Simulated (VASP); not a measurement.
Output of a VASP run:

File OSZICAR:
```
       N       E                     dE             d eps       ncg     rms          rms(c)
DAV:   1     0.292796460358E+02    0.29280E+02   -0.43763E+03   360   0.797E+02
DAV:   2    -0.818341054620E+00   -0.30098E+02   -0.29887E+02   442   0.147E+02
DAV:   3    -0.181390129296E+01   -0.99556E+00   -0.99312E+00   511   0.232E+01
DAV:   4    -0.184778563675E+01   -0.33884E-01   -0.33864E-01   556   0.343E+00
DAV:   5    -0.184810913183E+01   -0.32350E-03   -0.32325E-03   509   0.252E-01    0.120E+01
DAV:   6    -0.184410282167E+01    0.40063E-02   -0.55811E-03   483   0.100E+00    0.677E+00
DAV:   7    -0.184158191310E+01    0.25209E-02   -0.11129E-02   551   0.130E+00    0.236E-01
DAV:   8    -0.184156696166E+01    0.14951E-04   -0.87691E-04   470   0.188E-01    0.688E-02
DAV:   9    -0.184158982520E+01   -0.22864E-04   -0.51478E-05   513   0.528E-02    0.400E-02
DAV:  10    -0.184159547634E+01   -0.56511E-05   -0.64575E-06   472   0.217E-02    0.124E-02
DAV:  11    -0.184159490933E+01    0.56701E-06   -0.33496E-07   230   0.523E-03
   1 F= -.18415949E+01 E0= -.18403824E+01  d E =-.184159E+01
       N       E                     dE             d eps       ncg     rms          rms(c)
DAV:   1    -0.184202735125E+01   -0.43187E-03   -0.99312E-03   466   0.814E-01    0.173E-01
DAV:   2    -0.184168680501E+01    0.34055E-03   -0.70800E-04   395   0.250E-01    0.580E-02
DAV:   3    -0.184159314493E+01    0.93660E-04   -0.56495E-04   535   0.146E-01    0.616E-02
DAV:   4    -0.184161136109E+01   -0.18216E-04   -0.91887E-06   434   0.284E-02    0.281E-02
DAV:   5    -0.184162277292E+01   -0.11412E-04   -0.45858E-05   499   0.409E-02    0.687E-03
DAV:   6    -0.184162255698E+01    0.21595E-06   -0.31201E-07   225   0.427E-03
   2 F= -.18416226E+01 E0= -.18404374E+01  d E =-.276476E-04
```

OUTCAR:
```
------------------------ aborting loop because EDIFF is reached ----------------------------------------
  FORCE on cell =-STRESS in cart. coord.  units (eV):
  Direction    XX          YY          ZZ          XY          YZ          ZX
  --------------------------------------------------------------------------------------
  Total       -0.0060334     -0.0060334     -0.0060334      0.0000000     -0.0000000     -0.0000000
  in kB       -0.1873654     -0.1873654     -0.1873654      0.0000000     -0.0000000     -0.0000000
  external PRESSURE =      -0.1873654 kB  Pullay stress =       0.0000000 kB
  volume of cell :       51.59
      direct lattice vectors                 reciprocal lattice vectors
     0.000000000  2.954732783  2.954732783    -0.169220040  0.169220040  0.169220040
     2.954732783  0.000000000  2.954732783     0.169220040 -0.169220040  0.169220040
     2.954732783  2.954732783 -0.000000000     0.169220040  0.169220040 -0.169220040
 POSITION                                       TOTAL-FORCE (eV/Angst)
 -----------------------------------------------------------------------------------
      0.00000      0.00000      0.00000         0.000000     -0.000000     -0.000000
 -----------------------------------------------------------------------------------
    total drift:                               -0.000000     -0.000000     -0.000000
  FREE ENERGIE OF THE ION-ELECTRON SYSTEM (eV)
  ---------------------------------------------------
  free  energy   TOTEN  =        -1.8416225570 eV

  energy  without entropy=       -1.8392522139  energy(sigma->0) =       -1.84043739

 reached required accuracy - stopping structural energy minimisation
```
(Selected blocks of OUTCAR.)

**POSCAR**
```
Sr
1
    0.0000000000     2.9570823796     2.9570823796
    2.9570823796    -0.0000000000     2.9570823796
    2.9570823796     2.9570823796    -0.0000000000
Sr
1
Direct
  0.0000000000   0.0000000000   0.0000000000
```

Problem. Reconstruct the remaining input files.

Solution. Several could match; the one computed here: the input of the run itself, PBEsol GGA, plane waves, VASP's PBE PAW potentials (set 64).

INCAR:
```
ISIF  =  3   ! ions, shape and volume
GGA  =  PS
NSW  =  60
SYSTEM  =  Sr
LASPH  =  .TRUE.
LWAVE  =  .FALSE.
NELM  =  100
ENCUT  =  400   ! plane-wave cut-off (eV)
EDIFFG  =  -0.01
LCHARG  =  .FALSE.
LMAXMIX  =  4   ! l cut-off of mixed one-centre charges
EDIFF  =  1E-6   ! SCF stop (eV)
ALGO  =  Normal
SIGMA  =  0.05   ! width (eV)
PREC  =  Accurate
ISMEAR  =  0
LREAL  =  .FALSE.
IBRION  =  2   ! conjugate gradients
```

KPOINTS:
```
kpoints
0
Gamma
7 7 7
```

POTCAR, in this order: Sr_sv (PBE.64 set). Program: vasp_std.

The compound is Sr in the fcc structure. This run relaxes it. Symmetry was kept, so distortions that lower it aren't found. The start is the result of an earlier pass.
